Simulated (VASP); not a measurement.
Consider the following.

```xyz
2
Lattice="1.8532 -3.2098 0.0000 1.8532 3.2098 0.0000 0.0000 0.0000 5.7130" Properties=species:S:1:pos:R:3 pbc="T T T"
Tb     1.8532     1.0699     1.4283
Tb     1.8532    -1.0699     4.2848
```

Method: RPBE GGA, VASP's PBE PAW potentials (set 64) (plane waves; VASP 6.6.1). Numerical set-up: 520 eV cut-off, Gaussian smearing of 0.050 eV, potentials Tb_3.

The 4f electrons are frozen in the core of the lanthanide potential, so 4f levels, which can set the real gap, and their magnetism are missing.

**Question.** Give the energies of bands 7 to 12 at the high-symmetry points, in eV from the Fermi level.

**Answer.** 
| band | Γ | M | K | A | L | H |
|---|---|---|---|---|---|---|
| 7 | -4.80 | -1.78 | -0.81 | -3.27 | -1.76 | -0.50 |
| 8 | -1.97 | -1.28 | -0.69 | -3.27 | -1.76 | -0.50 |
| 9 | 1.29 | -0.84 | -0.69 | 1.03 | 0.10 | -0.36 |
| 10 | 1.72 | 0.00 | -0.39 | 1.03 | 0.10 | -0.36 |
| 11 | 1.72 | 1.37 | 1.15 | 1.60 | 1.57 | 0.53 |
| 12 | 2.20 | 1.57 | 1.15 | 1.60 | 1.57 | 0.53 |

It has no gap at this level: it comes out as a metal or semimetal.

The compound is Tb in the hcp structure. It was relaxed first, which changed the volume by +6 %.
